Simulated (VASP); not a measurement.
Given:

```yaml
crystal:
  lattice:
    - [2.70023, 0.00000, 0.00000]
    - [0.00000, 2.70023, 0.00000]
    - [0.00000, 0.00000, 3.72348]
  atoms:
    - { symbol: Fe, position: [0.00000, 0.00000, 0.00000], spin: 2.9 }
    - { symbol: Pt, position: [0.50000, 0.50000, 0.50000], spin: 0.3 }
```

These are PBE GGA with D3 dispersion (Becke-Johnson damping), VASP's PBE PAW potentials (set 64) (plane waves; VASP 6.6.1) values and carry that method's errors. Numerical set-up: 520 eV cut-off, Gaussian smearing of 0.050 eV, potentials Fe Pt.

Unless said otherwise, spin-orbit coupling is left out, though it shifts the bands of the heavy elements here.

What does the run give for the cell moment, band gap (along the path) with the smallest direct gap where there is one?

| Item | Value |
|---|---|
| band gap (along the path) | none (metal, semimetal or under 0.01 eV) |
| cell moment | 3.22 μB |

The absolute energy has meaning only against runs of the same code, potentials and settings.

The compound is FePt in the L1_0 structure. It was relaxed first.
